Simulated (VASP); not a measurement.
A snapshot from molecular dynamics of K, step 41; the first frame, the perfect lattice, has an electronic free energy F (no ionic kinetic energy) of -1.140 eV/atom. The Γ point alone samples so small a cell crudely.

Data:

```
K
1.0
   -7.92000     7.92000     7.92000
    7.92000    -7.92000     7.92000
    7.92000     7.92000    -7.92000
K
27
Cartesian
  0.15189   0.24885  -0.05655
 -5.23053  10.52066   5.28200
  5.15445   5.29802  10.40941
  2.54170  13.18458   2.34924
  5.46672   0.09743   0.26556
  7.91660   2.62059  -2.52843
 -2.55871   2.60747  13.21126
  0.17433   5.21852  10.52751
 10.61072  -0.01522   0.05015
 12.98410   2.85240   2.71477
  0.05745   5.44601   0.02137
  2.75638   8.00849  -2.70814
  7.86612   7.91765  -2.70029
  2.45577   2.36985   2.72515
  5.33948   5.31755   0.06719
 10.57423   5.22556  -0.18154
  5.14575  -0.16651   5.35764
  7.62145   2.65413   2.69620
 10.27977   5.19831   5.31705
  5.13355  -0.07488  10.69666
  7.91737   2.45827   7.89330
 -2.44880   2.73492   8.01197
  0.16596   5.35647   5.11585
  2.56671   7.97753   2.74647
  0.08390   0.01442  10.47620
  2.85021   2.78322   7.91333
  5.30342   5.02570   5.20668
```

Level of theory: PBE GGA, VASP's PBE PAW potentials (set 64) (plane waves; VASP). Settings: PREC = Normal, LREAL = Auto, ISYM = 0, EDIFF = 1E-5, 300 eV cut-off, 1×1×1 Γ-centred mesh, Fermi-Dirac smearing of 0.043 eV, potentials K_sv.

**Question.** Give F per atom of this frame and the forces (eV/Å).

**Answer.** -1.131 eV/atom.
```
atom     Fx     Fy     Fz
----  -----  -----  -----
K1    -0.13  -0.08   0.00
K2     0.03   0.05   0.02
K3     0.13   0.01   0.06
K4     0.01  -0.02   0.09
K5    -0.07  -0.10  -0.13
K6    -0.03   0.02  -0.07
K7    -0.02   0.02  -0.03
K8    -0.03   0.03   0.06
K9    -0.01   0.04  -0.04
K10    0.08  -0.02  -0.04
K11    0.01  -0.06   0.00
K12   -0.02  -0.02   0.03
K13   -0.03  -0.02   0.03
K14    0.08   0.12  -0.02
K15   -0.08   0.00  -0.01
K16   -0.05   0.00   0.07
K17    0.04   0.01  -0.06
K18    0.16  -0.03   0.00
K19    0.07   0.04   0.03
K20    0.02   0.00  -0.02
K21   -0.04  -0.01   0.03
K22   -0.05  -0.01  -0.06
K23   -0.07  -0.03   0.09
K24    0.09   0.02  -0.04
K25    0.00  -0.01   0.01
K26   -0.10  -0.10  -0.03
K27   -0.02   0.15   0.03
```

The cell is a supercell, built from K (bcc). Its lattice is the typed one, not relaxed at this level.
